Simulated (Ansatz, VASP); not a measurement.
# One calculation of PBr, two programs

INCAR

```
SYSTEM = PBr
PREC = Accurate
ENCUT = 520
EDIFF = 1E-7
ISMEAR = -1
SIGMA = 0.05
LREAL = .False.
LASPH = .True.
NELM = 80
ALGO = Normal
ISIF = 2
LWAVE = .False.
LCHARG = .False.
GGA = PE
NBANDS = 20
```

Contents of KPOINTS:

```
Automatic mesh
0
Gamma
  6 5 5
  0 0 0
```

The input POSCAR:

```
PBr
1.0
    4.9385630000      0.0000000000      0.0000000000
   -2.0623900000      5.1944970000      0.0000000000
   -0.6967810000     -0.6537650000      6.2332560000
Br P
2 2
Direct
    0.6657980000      0.8550130000      0.2427560000
    0.3342020000      0.1449870000      0.7572440000
    0.6407200000      0.4997570000      0.6318710000
    0.3592800000      0.5002430000      0.3681290000
```

Contents of input.yaml:

```yaml
crystal:
  lattice:
    - [4.938563, 0.0, 0.0]
    - [-2.06239, 5.194497, 0.0]
    - [-0.696781, -0.653765, 6.233256]
  atoms:
    - { symbol: Br, position: [0.665798, 0.855013, 0.242756] }
    - { symbol: Br, position: [0.334202, 0.144987, 0.757244] }
    - { symbol: P, position: [0.64072, 0.499757, 0.631871] }
    - { symbol: P, position: [0.35928, 0.500243, 0.368129] }
hamiltonian:
  xc: pbe
  pseudopotentials: { kind: paw }
kpoints:
  mp_grid: { grid: [6, 5, 5] }
scf:
  occupations: { method: fermi_dirac, width: 0.05 }
output:
  forces: true
  stress: true
  eigenvalues: true
```

The cell comes from a database or a generator and needn't be the stable form of this composition.

Alike in both runs: task single point; functional PBE; k mesh 6 × 5 × 5; occupations fermi-dirac, width 0.05 eV; no spin polarisation.

```csv
,VASP,Ansatz
version,VASP 6.6.1,Ansatz 0.2.0
potentials or method,"VASP PAW PBE potentials, release 64 (Br, P)",Ansatz PAW
plane-wave cutoff (eV),520,420
valence electrons in the cell,24,24
```

|  | VASP | Ansatz | Ansatz less VASP |
| --- | --- | --- | --- |
| gap on the k mesh at the Fermi level (eV) | 1.48 | 1.49 | +0.010 |
| least direct gap on the mesh (eV) | 1.48 | 1.49 | +0.010 |
| pressure (GPa) | 0.1 | 0.2 | +0.09 |
| largest component of the traceless stress (GPa) | 0.10 | 0.15 | +0.055 |
| rms of the force components (eV/Å) | 0.045 | 0.043 | -0.0018 |

Atom by atom the forces differ by 0.033 eV/Å (rms over components). With one functional, cell and mesh, what is left measures potentials, basis and numerics.

Caveats: an odd mesh through Γ misses points on the zone boundary, where band edges often lie (VASP); odd divisions of the mesh miss points on the zone boundary, where band edges often lie, so the gap on the mesh can be too wide (Ansatz). As with any semilocal functional, this PBE gap is likely too small.
